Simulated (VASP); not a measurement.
```
CELL_PARAMETERS angstrom
      2.88660     0.00000     0.00000
      0.00000     2.88660     0.00000
      0.00000     0.00000     4.15140
ATOMIC_POSITIONS crystal
  Ti 0.00000 0.00000 0.00000
  Al 0.50000 0.50000 0.50000
```

The numbers are results of PBE GGA + U (Dudarev), VASP's PBE PAW potentials (set 64) (plane waves; VASP), not measurements. Numerical set-up: 400 eV cut-off, 11×11×8 Γ-centred mesh, first-order Methfessel-Paxton smearing of 0.10 eV, potentials Ti_sv Al, U − J: Ti 8.00 eV.

Problem. Give the stress tensor in GPa (positive for a compressed cell).

Solution. 
```
1.76  0.00  0.00
0.00  1.76  0.00
0.00  0.00  5.02
```
The pressure is its mean diagonal, 2.85 GPa.

The compound is TiAl in the L1_0 structure. The cell was not relaxed at this level. The run is one of a series of settings (LDAU = .TRUE., LDAUJ = 0 0, LDAUL = 2 -1, LDAUTYPE = 2, LDAUU = 8.0 0 against the base run), some of them coarse on purpose. The electron count is odd and the run is not spin-polarised, which forces a metal.
